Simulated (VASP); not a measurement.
These are PBE GGA with spin-orbit coupling, VASP's PBE PAW potentials (set 64) (plane waves; VASP 6.6.1) values and carry that method's errors.

Input for VASP

**INCAR**
```
SYSTEM=NaI
PREC=Accurate; ENCUT=350; LREAL=.FALSE.
LASPH=.TRUE.
EDIFF=1E-6; NELM=100; ALGO=Normal
LMAXMIX=4
ISMEAR=0; SIGMA=0.05
GGA=PE; GGA_COMPAT=.FALSE.
MAGMOM=6*0; LSORBIT=.TRUE.
LWAVE=.TRUE.; LCHARG=.FALSE.
```

**POSCAR**
```
NaI
3.2598450
  0.0000000000   1.0000000600   1.0000000600
  1.0000000600   0.0000000000   1.0000000600
  1.0000000600   1.0000000600   0.0000000000
Na I
1 1
Direct
  0.0000000000   0.0000000000   0.0000000000
  0.5000000000   0.5000000000   0.5000000000
```

**KPOINTS**
```
Automatic mesh
0
Gamma
6 6 6
0 0 0
```

POTCAR, in this order: Na_pv I (PBE.64 set). Program: vasp_ncl.

Output of the run:

OSZICAR:
```
       N       E                     dE             d eps       ncg     rms          rms(c)
DAV:   1     0.907741354678E+02    0.90774E+02   -0.53392E+03   768   0.867E+02
DAV:   2     0.168357712207E+01   -0.89091E+02   -0.85749E+02   830   0.245E+02
DAV:   3    -0.539519581875E+01   -0.70788E+01   -0.70563E+01   898   0.783E+01
DAV:   4    -0.558042566027E+01   -0.18523E+00   -0.18517E+00   934   0.134E+01
DAV:   5    -0.558430961134E+01   -0.38840E-02   -0.38839E-02   914   0.173E+00    0.348E+00
DAV:   6    -0.551813139826E+01    0.66178E-01   -0.87192E-02   800   0.198E+00    0.221E+00
DAV:   7    -0.550785761151E+01    0.10274E-01   -0.33794E-02   870   0.111E+00    0.163E+00
DAV:   8    -0.550989088136E+01   -0.20333E-02   -0.12021E-02   824   0.726E-01    0.439E-01
DAV:   9    -0.551052168241E+01   -0.63080E-03   -0.15949E-03   746   0.341E-01    0.843E-02
DAV:  10    -0.551054973279E+01   -0.28050E-04   -0.84191E-05   916   0.641E-02    0.575E-02
DAV:  11    -0.551057496965E+01   -0.25237E-04   -0.16893E-05   764   0.503E-02    0.273E-02
DAV:  12    -0.551058811415E+01   -0.13145E-04   -0.20283E-05   764   0.383E-02    0.350E-03
DAV:  13    -0.551058803516E+01    0.78985E-07   -0.65189E-07   702   0.994E-03
   1 F= -.55105880E+01 E0= -.55105880E+01  d E =-.229371E-12  mag=     0.0000     0.0000     0.0000
```

File OUTCAR:
```
------------------------ aborting loop because EDIFF is reached ----------------------------------------
  FORCE on cell =-STRESS in cart. coord.  units (eV):
  Direction    XX          YY          ZZ          XY          YZ          ZX
  --------------------------------------------------------------------------------------
  Total        0.0161178      0.0161178      0.0161178      0.0000000      0.0000000     -0.0000000
  in kB        0.3727318      0.3727318      0.3727318      0.0000000      0.0000000     -0.0000000
  external PRESSURE =       0.3727318 kB  Pullay stress =       0.0000000 kB
  volume of cell :       69.28
      direct lattice vectors                 reciprocal lattice vectors
     0.000000000  3.259845196  3.259845196    -0.153381517  0.153381517  0.153381517
     3.259845196  0.000000000  3.259845196     0.153381517 -0.153381517  0.153381517
     3.259845196  3.259845196  0.000000000     0.153381517  0.153381517 -0.153381517
  FREE ENERGIE OF THE ION-ELECTRON SYSTEM (eV)
  ---------------------------------------------------
  free  energy   TOTEN  =        -5.5105880352 eV

  energy  without entropy=       -5.5105880352  energy(sigma->0) =       -5.51058804

 Ion:    1  E_soc:     -0.0007818

 Ion:    2  E_soc:     -0.2483459
```
(Selected blocks of OUTCAR.)

The compound is NaI in the rock salt structure. It was relaxed first.
